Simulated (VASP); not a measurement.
Crystal: Al.

```
Al
1.0
     0.00000    2.02481    2.02481
     2.02481    0.00000    2.02481
     2.02481    2.02481    0.00000
Al
1
Direct
  0.00000 0.00000 0.00000
```

* Program: VASP 6.6.1
* Task: relaxation of cell and atoms
* Functional: PBEsol
* Potentials or basis: VASP PAW PBE potentials, release 64 (Al)
* Cutoff: 300 eV
* k mesh: 18 × 18 × 18
* Occupations: gaussian, width 0.1 eV
* Spin: no spin polarisation

At the start: pressure -2.0 GPa; volume 16.60 Å³/atom.

Where does the relaxation end?

Over 3 steps the energy falls by 2.7 meV/atom and the volume is 16.18 Å³/atom (-2.5 %); space group Fm-3m (No. 225, to 0.05 Å).

The path:
| step | energy change (eV) | largest force (eV/Å) | pressure (GPa) | volume (Å³) |
| --- | --- | --- | --- | --- |
| 1 | 0.0000 | 0.0000 | -1.97 | 16.60 |
| 2 | -0.0026 | 0.0000 | 0.32 | 16.12 |
| 3 | -0.0027 | 0.0000 | 0.00 | 16.18 |

Final structure:
```yaml
crystal:
  lattice:
    - [0.00000, 2.00749, 2.00749]
    - [2.00749, 0.00000, 2.00749]
    - [2.00749, 2.00749, 0.00000]
  atoms:
    - { symbol: Al, position: [0.00000, 0.00000, 0.00000] }
```

Caveat: the PAW data sets were made with another functional, which shifts forces and pressure a little.
